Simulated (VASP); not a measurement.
Given:

```
CELL_PARAMETERS angstrom
      3.98046     0.00000     0.00000
      0.00000     3.98046     0.00000
      0.00000     0.00000     3.98046
ATOMIC_POSITIONS crystal
  Sr 0.00000 0.00000 0.00000
  Ti 0.50000 0.50000 0.50000
  O  0.50000 0.00000 0.50000
  O  0.00000 0.50000 0.50000
  O  0.50000 0.50000 0.00000
```

These are r2SCAN+rVV10, VASP's PBE PAW potentials (set 64) (plane waves; VASP) values and carry that method's errors. Settings: 520 eV cut-off, 6×6×6 Γ-centred mesh, Gaussian smearing of 0.050 eV, potentials Sr_sv Ti_sv O.

Problem. Give the stress tensor in GPa (positive for a compressed cell).

Solution. 
```
-9.88   0.00   0.00
 0.00  -9.88   0.00
 0.00   0.00  -9.88
```
The pressure is its mean diagonal, -9.88 GPa.

The compound is SrTiO3 in the cubic perovskite structure, the ideal cubic form; the compound distorts at low or room temperature. This cell is one point of a volume scan, at 1.06 of the reference volume.
